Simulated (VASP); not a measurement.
Computed with PBEsol GGA, VASP's PBE PAW potentials (set 64) (plane waves; VASP).

VASP input:

### KPOINTS
```
K-points
0
gamma
  8 8 8
```

### INCAR
```
! general
SYSTEM  = SrO
PREC    = Accurate
ENCUT   = 650
LREAL   = F
LASPH   = T

! electronic loop
EDIFF   = 1E-7
NELM    = 100
ALGO    = Normal
LMAXMIX = 4

! smearing
ISMEAR  = 0
SIGMA   = 0.05

! functional
GGA     = PS

! ions
IBRION  = 6
NSW     = 1
ISIF    = 3
POTIM   = 0.015
NFREE   = 2

! output
LWAVE   = F
LCHARG  = F
```

### POSCAR
```
SrO
1
   -0.0000000000     2.5669795707     2.5669795707
    2.5669795707     0.0000000000     2.5669795707
    2.5669795707     2.5669795707    -0.0000000000
Sr O
1 1
Direct
  0.0000000000   0.0000000000   0.0000000000
  0.5000000000   0.5000000000   0.5000000000
```

POTCAR, in this order: Sr_sv O (PBE.64 set). Program: vasp_std.

What VASP printed:

OUTCAR:
```


 TOTAL ELASTIC MODULI (kBar)
 Direction    XX          YY          ZZ          XY          YZ          ZX
 --------------------------------------------------------------------------------
 XX        1857.8884    477.0147    477.0147     -0.0000      0.0000      0.0000
 YY         477.0147   1857.8884    477.0147      0.0000     -0.0000      0.0000
 ZZ         477.0147    477.0147   1857.8884     -0.0000     -0.0000     -0.0000
 XY          -0.0000      0.0000     -0.0000    549.5085      0.0000      0.0000
 YZ           0.0000     -0.0000     -0.0000      0.0000    549.5085      0.0000
 ZX           0.0000      0.0000     -0.0000      0.0000      0.0000    549.5085
 --------------------------------------------------------------------------------
```
(Selected blocks of OUTCAR.)

The compound is SrO in the rock salt structure. It was relaxed first.
